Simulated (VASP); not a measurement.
Input of a VASP 6.6.1 run:

INCAR

```
PREC = Normal
ENCUT = 520
EDIFF = 1E-4
ISMEAR = 0
SIGMA = 0.15
LREAL = False
LASPH = True
NELM = 60
ALGO = Fast
ISIF = 3
LWAVE = False
LCHARG = False
GGA = PE
IBRION = 2
NSW = 24
EDIFFG = -0.08
```

KPOINTS

```
regular mesh
0
Gamma
  4 4 2
```

Contents of POSCAR:

```
Mg2CdS3
1.0
    3.5372018200      0.0000000000      0.0000000000
    0.0000000000      3.5372018200      0.0000000000
    0.0000000000      0.0000000000     11.8241848800
Mg Cd S
2 1 3
Direct
    0.5000000000      0.5000000000      0.8473602500
    0.5000000000      0.5000000000      0.1526397500
    0.5000000000      0.5000000000      0.5000000000
    0.0000000000      0.0000000000      0.0000000000
    0.0000000000      0.0000000000      0.7145522800
    0.0000000000      0.0000000000      0.2854477200
```

Potentials or basis: VASP PAW PBE potentials, release 64 (Mg, Cd, S).

Launch:

```bash
$ cat potpaw_PBE.64/Mg/POTCAR potpaw_PBE.64/Cd/POTCAR potpaw_PBE.64/S/POTCAR > POTCAR
$ mpirun -np 1 vasp_std > vasp.out
```

(1) What does it give for the space group after relaxing (to 0.05 Å)?

(2) What does it give for the band gap on the k mesh?

(3) Estimate the relaxed volume.

Answers

(1) P4/mmm (No. 123).

(2) none (metal or under the smearing width).

(3) 18.36 Å³/atom.

Caveat: the k mesh is coarse (spacing up to 0.44 Å⁻¹), so the values aren't converged; the volume moved by over 15 % at a fixed basis, so the end points are rough.
